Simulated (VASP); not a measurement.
Input:

```yaml
crystal:
  lattice:
    - [0.00000, 2.87790, 2.87790]
    - [2.87790, 0.00000, 2.87790]
    - [2.87790, 2.87790, 0.00000]
  atoms:
    - { symbol: Zn, position: [0.00000, 0.00000, 0.00000] }
    - { symbol: Se, position: [0.25000, 0.25000, 0.25000] }
```

Calculation: r2SCAN+rVV10, VASP's PBE PAW potentials (set 64) (plane waves; VASP). Numerical set-up: 520 eV cut-off, 8×8×8 Γ-centred mesh, Gaussian smearing of 0.050 eV, potentials Zn Se.

### Question
Predict the energy per atom (σ→0), pressure, band gap (on the k-mesh) with the smallest direct gap where there is one.

### Answer

```yaml
band gap (on the k-mesh): 1.62 eV
smallest direct gap (on the k-mesh): 1.62 eV
energy per atom (σ→0): -12.173 eV/atom
pressure: -3.42 GPa
```

The compound is ZnSe in the zinc blende structure. This cell is one point of a volume scan, at 1.06 of the reference volume.
